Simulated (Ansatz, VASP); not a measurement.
## Be3Ga: VASP beside Ansatz

```
Be Ga
1.0
     3.47479    0.00000    0.00000
     0.00000    3.47479    0.00000
     0.00000    0.00000    3.47479
Be Ga
3 1
Direct
  0.00000 0.50000 0.50000
  0.50000 0.00000 0.50000
  0.50000 0.50000 0.00000
  0.00000 0.00000 0.00000
```

Alike in both runs: functional PBE; k mesh 14 × 14 × 14; occupations gaussian, width 0.1 eV; no spin polarisation.

Ansatz relaxed the structure, and its values are those at the end. VASP's run is a single point on that final structure, the one shown.

|  | VASP | Ansatz |
| --- | --- | --- |
| version | VASP 6.6.1 | Ansatz 0.2.0 |
| potentials or method | VASP PAW PBE potentials, release 64 (Be, Ga_d) | scalar-relativistic, plane waves, PAW |
| plane-wave cutoff (eV) | 520 | 420 |
| valence electrons in the cell | 19 | 19 |

Ansatz gave:

| Property | Result |
| --- | --- |
| gap on the k mesh at the Fermi level (eV) | none |
| pressure (GPa) | 0.0 |

Question: Which values does VASP return?

Answer: gap on the k mesh at the Fermi level (eV): none; pressure (GPa): 0.1.

A gap of «none» marks a metal or a gap that the smearing closes.
